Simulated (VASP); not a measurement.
Method: PBE GGA, VASP's PBE PAW potentials (set 64) (plane waves; VASP).

VASP ran on this input.

INCAR:
```
LASPH=.True.
SIGMA=0.02
ISMEAR=-1
LWAVE=.False.
ISIF=2   ! forces and stress, cell fixed
NELM=100
LCHARG=.False.
LREAL=.False.   ! projection in real space or not
PREC=Accurate
ENCUT=300   ! plane-wave cut-off (eV)
SYSTEM=NaCl
ALGO=Normal
EDIFF=1E-6   ! SCF stop (eV)
GGA=PE   ! PBE
```

**POSCAR**
```
NaCl
1
    0.0000000000     2.8200000000     2.8200000000
    2.8200000000     0.0000000000     2.8200000000
    2.8200000000     2.8200000000     0.0000000000
Na Cl
1 1
Direct
  0.0000000000   0.0000000000   0.0000000000
  0.5000000000   0.5000000000   0.5000000000
```

KPOINTS:
```
Regular mesh
0
G
  4 4 4
0 0 0
```

POTCAR, in this order: Na_pv Cl (PBE.64 set). Program: vasp_std.

At this cut-off the stress carries a Pulay error, which pulls relaxed volumes low. Gaps are read on the run's mesh, which can miss a band edge.

Problem. Estimate the energy per atom (σ→0), band gap (on the k-mesh).

Solution. 
The energy per atom (σ→0) comes out as -3.387 eV/atom and the band gap (on the k-mesh) comes out as 5.10 eV.

OSZICAR:
```
...
DAV:   6    -0.677936536294E+01    0.19221E+00   -0.38734E-01   197   0.408E+00    0.168E+00
DAV:   7    -0.676743733636E+01    0.11928E-01   -0.90763E-02   197   0.199E+00    0.111E+00
DAV:   8    -0.677301046580E+01   -0.55731E-02   -0.91197E-03   179   0.101E+00    0.225E-01
DAV:   9    -0.677296122536E+01    0.49240E-04   -0.17330E-04   215   0.125E-01    0.117E-01
DAV:  10    -0.677309745158E+01   -0.13623E-03   -0.26942E-04   179   0.152E-01    0.370E-02
DAV:  11    -0.677309268538E+01    0.47662E-05   -0.15661E-05   200   0.435E-02    0.258E-03
DAV:  12    -0.677309356552E+01   -0.88014E-06   -0.72857E-07   172   0.920E-03
   1 F= -.67730936E+01 E0= -.67730936E+01  d E =-.824835E-12
```

The structure is a typed NaCl crystal (Fm-3m). The cell was not relaxed at this level. The k-mesh is coarse (spacing up to 0.48 per Å, 2π included), so the numbers may not be converged in it. The run is one of a series of settings (KPOINTS 4×4×4 Γ-centred mesh against the base run), some of them coarse on purpose.
